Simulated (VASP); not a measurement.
VASP input:

### KPOINTS
```
Automatic mesh
0
Gamma
6 6 6
0 0 0
```

File POSCAR:
```
Si
1
    0.0000000000     2.7155000000     2.7155000000
    2.7155000000     0.0000000000     2.7155000000
    2.7155000000     2.7155000000     0.0000000000
Si
2
Direct
  0.0000000000   0.0000000000   0.0000000000
  0.2500000000   0.2500000000   0.2500000000
```

### INCAR
```
SYSTEM = Si
PREC = Accurate
ENCUT = 400
EDIFF = 1E-6
NELM = 100
ALGO = Normal
LREAL = .FALSE.
LASPH = .TRUE.
ISMEAR = 1
SIGMA = 0.2
GGA = PE
LWAVE = .FALSE.
LCHARG = .FALSE.
ISIF = 2
```

POTCAR, in this order: Si (PBE.64 set). Program: vasp_std.

Task: One choice in this input is risky. Which, and does it do harm here?

Result: The risk: Methfessel-Paxton smearing was used on a material with a gap. Here it does no harm: the run (PBE GGA, plane waves, VASP's PBE PAW potentials (set 64)) converges to the same energy and pressure as with the safe setting.
**OSZICAR**
```
       N       E                     dE             d eps       ncg     rms          rms(c)
DAV:   1     0.365058359490E+01    0.36506E+01   -0.29200E+03   256   0.629E+02
DAV:   2    -0.108411822658E+02   -0.14492E+02   -0.14366E+02   408   0.744E+01
DAV:   3    -0.110038318769E+02   -0.16265E+00   -0.16264E+00   320   0.982E+00
DAV:   4    -0.110046296506E+02   -0.79777E-03   -0.79777E-03   408   0.780E-01
DAV:   5    -0.110046299446E+02   -0.29402E-06   -0.29430E-06   328   0.159E-02    0.489E+00
DAV:   6    -0.108772810180E+02    0.12735E+00   -0.83690E-02   320   0.152E+00    0.299E+00
DAV:   7    -0.108192280399E+02    0.58053E-01   -0.15875E-01   320   0.222E+00    0.195E-01
DAV:   8    -0.108203821214E+02   -0.11541E-02   -0.40923E-03   280   0.486E-01    0.745E-02
DAV:   9    -0.108205813312E+02   -0.19921E-03   -0.19443E-04   368   0.108E-01    0.569E-02
DAV:  10    -0.108206110515E+02   -0.29720E-04   -0.37703E-05   288   0.458E-02    0.116E-02
DAV:  11    -0.108206106320E+02    0.41944E-06   -0.46505E-07   360   0.507E-03
   1 F= -.10820611E+02 E0= -.10820676E+02  d E =0.197177E-03
```

The compound is Si in the diamond structure. The cell was not relaxed at this level.
